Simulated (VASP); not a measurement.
Computed with PBEsol GGA, VASP's PBE PAW potentials (set 64) (plane waves; VASP 6.6.1).

The input files of a VASP run:

File KPOINTS:
```
kpoints
0
G
  13 13 13
0 0 0
```

### INCAR
```
SYSTEM = Li
PREC = Accurate; ENCUT = 520; LREAL = F
LASPH = T
EDIFF = 1E-8; NELM = 100; ALGO = Normal
ISMEAR = 1; SIGMA = 0.1
GGA = PS
IBRION = 1; NSW = 30; ISIF = 2
EDIFFG = -0.001
LWAVE = F; LCHARG = F
```

### POSCAR
```
Li
1
   -1.7132431163     1.7132431163     1.7132431163
    1.7132431163    -1.7132431163     1.7132431163
    1.7132431163     1.7132431163    -1.7132431163
Li
1
Direct
  0.0000000000   0.0000000000   0.0000000000
```

POTCAR, in this order: Li_sv (PBE.64 set). Program: vasp_std.

The run wrote:

**OSZICAR**
```
       N       E                     dE             d eps       ncg     rms          rms(c)
DAV:   1     0.536299472752E+00    0.53630E+00   -0.70343E+02   855   0.418E+02
DAV:   2    -0.185157031446E+01   -0.23879E+01   -0.22852E+01  1205   0.570E+01
DAV:   3    -0.196405247393E+01   -0.11248E+00   -0.11250E+00  1005   0.949E+00
DAV:   4    -0.196904168974E+01   -0.49892E-02   -0.49888E-02  1165   0.159E+00
DAV:   5    -0.196908116939E+01   -0.39480E-04   -0.39480E-04  1020   0.135E-01    0.336E-01
DAV:   6    -0.196742243409E+01    0.16587E-02   -0.57524E-04  1145   0.178E-01    0.190E-01
DAV:   7    -0.196671593352E+01    0.70650E-03   -0.16794E-03  1155   0.308E-01    0.309E-02
DAV:   8    -0.196675014609E+01   -0.34213E-04   -0.36213E-04   950   0.171E-01    0.289E-03
DAV:   9    -0.196674915624E+01    0.98985E-06   -0.66039E-06  1095   0.283E-02    0.102E-03
DAV:  10    -0.196674862599E+01    0.53025E-06   -0.59760E-07  1015   0.557E-03    0.749E-04
DAV:  11    -0.196674847912E+01    0.14686E-06   -0.29987E-08  1010   0.208E-03    0.126E-04
DAV:  12    -0.196674846319E+01    0.15933E-07   -0.17964E-09   495   0.535E-04    0.142E-05
DAV:  13    -0.196674845838E+01    0.48096E-08   -0.34450E-10   465   0.214E-04
   1 F= -.19667485E+01 E0= -.19667492E+01  d E =-.196675E+01
```

File OUTCAR:
```
------------------------ aborting loop because EDIFF is reached ----------------------------------------
  FORCE on cell =-STRESS in cart. coord.  units (eV):
  Direction    XX          YY          ZZ          XY          YZ          ZX
  --------------------------------------------------------------------------------------
  Total       -0.0050663     -0.0050663     -0.0050663     -0.0000000      0.0000000      0.0000000
  in kB       -0.4035361     -0.4035361     -0.4035361     -0.0000000      0.0000000      0.0000000
  external PRESSURE =      -0.4035361 kB  Pullay stress =       0.0000000 kB
  volume of cell :       20.11
      direct lattice vectors                 reciprocal lattice vectors
    -1.713243116  1.713243116  1.713243116     0.000000000  0.291844161  0.291844161
     1.713243116 -1.713243116  1.713243116     0.291844161  0.000000000  0.291844161
     1.713243116  1.713243116 -1.713243116     0.291844161  0.291844161  0.000000000
 POSITION                                       TOTAL-FORCE (eV/Angst)
 -----------------------------------------------------------------------------------
      0.00000      0.00000      0.00000         0.000000     -0.000000      0.000000
 -----------------------------------------------------------------------------------
    total drift:                                0.000000      0.000000      0.000000
  FREE ENERGIE OF THE ION-ELECTRON SYSTEM (eV)
  ---------------------------------------------------
  free  energy   TOTEN  =        -1.9667484584 eV

  energy  without entropy=       -1.9667506909  energy(sigma->0) =       -1.96674920

 reached required accuracy - stopping structural energy minimisation
```
(Selected blocks of OUTCAR.)

The compound is Li in the bcc structure. It was relaxed first, which changed the volume by -5 %. The start is the result of an earlier pass.
